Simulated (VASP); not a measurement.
Calculation: PBEsol GGA, VASP's PBE PAW potentials (set 64) (plane waves; VASP).

VASP input:

INCAR:
```
SYSTEM=Ta2O5
PREC=Accurate; ENCUT=520; LREAL=Auto
LASPH=T; ICHARG=11
EDIFF=1E-7; NELM=100; ALGO=Normal
LMAXMIX=6
ISMEAR=0; SIGMA=0.05
GGA=PS
LWAVE=F; LCHARG=F; LORBIT=11
```

### POSCAR
```
Ta2O5
1
    3.8420365836     0.0000000000     0.0000000000
    0.0000000000    13.0071030338     0.0000000000
    0.0000000000     0.0000000000     3.8737819896
Ta O
4 10
Direct
  0.0000000000   0.1462427230   0.0213818967
  0.0000000000   0.8537572770   0.0213818967
  0.5000000000   0.3537572770   0.9786181033
  0.5000000000   0.6462427230   0.9786181033
  0.5000000000   0.1854245825   0.0021983409
  0.5000000000   0.8145754175   0.0021983409
  1.0000000000   0.3145754175   0.9978016591
  1.0000000000   0.6854245825   0.9978016591
  0.0000000000   0.8507894392   0.5083684778
  0.0000000000   0.1492105608   0.5083684778
  0.5000000000   0.6492105608   0.4916315222
  0.5000000000   0.3507894392   0.4916315222
  0.5000000000   0.5000000000   0.9947576218
  1.0000000000   1.0000000000   0.0052423782
```

**KPOINTS**
```
k-points along high-symmetry lines
7
Line-mode
Reciprocal
  0.000000   0.000000   0.000000 ! GAMMA
  0.500000   0.000000   0.000000 ! X

  0.500000   0.000000   0.000000 ! X
  0.500000   0.500000   0.000000 ! S

  0.500000   0.500000   0.000000 ! S
  0.000000   0.500000   0.000000 ! Y

  0.000000   0.500000   0.000000 ! Y
  0.000000   0.000000   0.000000 ! GAMMA

  0.000000   0.000000   0.000000 ! GAMMA
  0.000000   0.000000   0.500000 ! Z

  0.000000   0.000000   0.500000 ! Z
  0.500000   0.000000   0.500000 ! U

  0.500000   0.000000   0.500000 ! U
  0.500000   0.500000   0.500000 ! R

  0.500000   0.500000   0.500000 ! R
  0.000000   0.500000   0.500000 ! T

  0.000000   0.500000   0.500000 ! T
  0.000000   0.000000   0.500000 ! Z

  0.500000   0.000000   0.000000 ! X
  0.500000   0.000000   0.500000 ! U

  0.000000   0.500000   0.000000 ! Y
  0.000000   0.500000   0.500000 ! T

  0.500000   0.500000   0.000000 ! S
  0.500000   0.500000   0.500000 ! R
```

POTCAR, in this order: Ta_pv O (PBE.64 set). Program: vasp_std. Read from the step before: CHGCAR.

The run wrote:

OSZICAR:
```
       N       E                     dE             d eps       ncg     rms          rms(c)
DAV:   1     0.951462875896E+03    0.95146E+03   -0.58462E+04 10520   0.167E+03
DAV:   2    -0.633036858494E+02   -0.10148E+04   -0.98731E+03 12090   0.456E+02
DAV:   3    -0.139257051286E+03   -0.75953E+02   -0.74509E+02 12254   0.117E+02
DAV:   4    -0.141513719502E+03   -0.22567E+01   -0.22461E+01 13302   0.201E+01
DAV:   5    -0.141565340556E+03   -0.51621E-01   -0.51559E-01 12970   0.279E+00
DAV:   6    -0.141566925639E+03   -0.15851E-02   -0.15844E-02 13620   0.457E-01
DAV:   7    -0.141566968778E+03   -0.43140E-04   -0.43122E-04 13068   0.718E-02
DAV:   8    -0.141566970448E+03   -0.16695E-05   -0.16691E-05 13578   0.128E-02
DAV:   9    -0.141566970530E+03   -0.81634E-07   -0.81600E-07  9898   0.247E-03
   1 F= -.14156697E+03 E0= -.14156697E+03  d E =-.189004E-15
```

**OUTCAR**
```
 val. band max:        0.8755045321   @ k =   0.5000   0.5000   0.5000

 cond. band min:       3.0825639101   @ k =   0.0000   0.0000   0.0000



 k-point     1 :       0.0000    0.0000    0.0000
  band No.  band energies     occupation
      1     -33.7018      2.00000
      2     -33.6227      2.00000
      3     -33.5299      2.00000
      4     -33.5260      2.00000
      5     -33.5229      2.00000
      6     -33.4591      2.00000
      7     -33.4560      2.00000
      8     -33.4470      2.00000
      9     -33.3234      2.00000
     10     -33.3202      2.00000
     11     -33.3062      2.00000
     12     -33.3029      2.00000
     13     -17.5640      2.00000
     14     -17.3824      2.00000
     15     -16.7567      2.00000
     16     -16.7462      2.00000
     17     -16.2804      2.00000
     18     -16.0419      2.00000
     19     -16.0153      2.00000
     20     -15.9619      2.00000
     21     -15.9528      2.00000
     22     -15.8425      2.00000
     23      -5.1405      2.00000
     24      -4.3252      2.00000
     25      -4.2080      2.00000
     26      -4.1875      2.00000
     27      -4.1501      2.00000
     28      -2.6833      2.00000
     29      -2.4203      2.00000
     30      -2.2863      2.00000
     31      -2.2698      2.00000
     32      -2.0702      2.00000
     33      -1.8374      2.00000
     34      -1.6863      2.00000
     35      -1.6446      2.00000
     36      -1.5904      2.00000
     37      -1.5507      2.00000
     38      -1.2303      2.00000
     39      -0.8966      2.00000
     40      -0.8378      2.00000
     41      -0.5922      2.00000
     42      -0.3814      2.00000
     43      -0.2144      2.00000
     44      -0.2003      2.00000
     45      -0.0486      2.00000
     46      -0.0409      2.00000
     47      -0.0392      2.00000
     48       0.0411      2.00000
     49       0.0665      2.00000
     50       0.1218      2.00000
     51       0.2253      2.00000
     52       0.2812      2.00000
...
```

The density is held fixed in this step, so its total energy and stress have no physical meaning. Unless said otherwise, spin-orbit coupling is left out, though it shifts the bands of the heavy elements here.

The structure comes from a computed database's Ta2O5 entry (Pmmn); how it stands against other phases isn't given here. It was relaxed first.
